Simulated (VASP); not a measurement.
An input for Quantum ESPRESSO's pw.x (written as the equivalent of a VASP run, and not itself run):

```
&CONTROL
  calculation = 'vc-relax'
  pseudo_dir = './pseudo'
  outdir = './out'
  tprnfor = .true.
  tstress = .true.
  nstep = 60
  forc_conv_thr = 0.00078
/
&SYSTEM
  ibrav = 0
  nat = 8
  ntyp = 2
  ecutwfc = 96
  occupations = 'smearing'
  smearing = 'methfessel-paxton'
  degauss = 0.00735
  input_dft = 'pz'
  nspin = 2
  starting_magnetization(1) = 0.12
/
&ELECTRONS
  conv_thr = 7.3e-08
  electron_maxstep = 100
/
&IONS
/
&CELL
/
ATOMIC_SPECIES
  Mn 54.938 Mn.upf
  Si 28.085 Si.upf
CELL_PARAMETERS angstrom
     4.4174346    0.0000000   -0.0000000
     0.0000000    4.4174346    0.0000000
     0.0000000   -0.0000000    4.4174346
ATOMIC_POSITIONS crystal
  Mn   0.8619327  0.6380673  0.3619327
  Mn   0.3619327  0.8619327  0.6380673
  Mn   0.1380673  0.1380673  0.1380673
  Mn   0.6380673  0.3619327  0.8619327
  Si   0.1543337  0.3456663  0.6543337
  Si   0.6543337  0.1543337  0.3456663
  Si   0.8456663  0.8456663  0.8456663
  Si   0.3456663  0.6543337  0.1543337
K_POINTS automatic
  6 6 6 0 0 0
```

Q: Translate this input to VASP (INCAR, KPOINTS, POSCAR, choice of POTCAR).

A: One answer among several that fit: 
INCAR:
```
SYSTEM  =  MnSi
PREC  =  Accurate; ENCUT  =  400; LREAL  =  .False.
LASPH  =  .True.
EDIFF  =  1E-6; NELM  =  100; ALGO  =  Normal
LMAXMIX  =  4
ISMEAR  =  1; SIGMA  =  0.1
MAGMOM  =  4*1.2 4*0.0
ISPIN  =  2
IBRION  =  2; NSW  =  60; ISIF  =  3
EDIFFG  =  -0.02
LWAVE  =  .False.; LCHARG  =  .False.; LORBIT  =  10
```

File POSCAR:
```
MnSi
1
    4.4174346087     0.0000000000    -0.0000000000
    0.0000000000     4.4174346087     0.0000000000
    0.0000000000    -0.0000000000     4.4174346087
Mn Si
4 4
Direct
  0.8619326913   0.6380673087   0.3619326913
  0.3619326913   0.8619326913   0.6380673087
  0.1380673087   0.1380673087   0.1380673087
  0.6380673087   0.3619326913   0.8619326913
  0.1543336713   0.3456663287   0.6543336713
  0.6543336713   0.1543336713   0.3456663287
  0.8456663287   0.8456663287   0.8456663287
  0.3456663287   0.6543336713   0.1543336713
```

File KPOINTS:
```
Automatic mesh
0
Gamma
6 6 6
0 0 0
```

POTCAR, in this order: Mn_pv Si (LDA.64 set). Program: vasp_std.

The two are equivalent in intent, not identical: the potentials are each code's own (VASP's PAW set, PseudoDojo norm-conserving files in pw.x), so ENCUT and ecutwfc are chosen apart and not converted; conv_thr bounds pw.x's estimated SCF error, while EDIFF bounds the energy change between steps; starting_magnetization is a fraction of the valence charge and MAGMOM a moment in μB, so they match only roughly; forc_conv_thr acts on force components and is met together with etot_conv_thr.

The compound is MnSi in the B20 structure. This run relaxes it. Symmetry was kept, so distortions that lower it aren't found. The start is the result of an earlier pass.
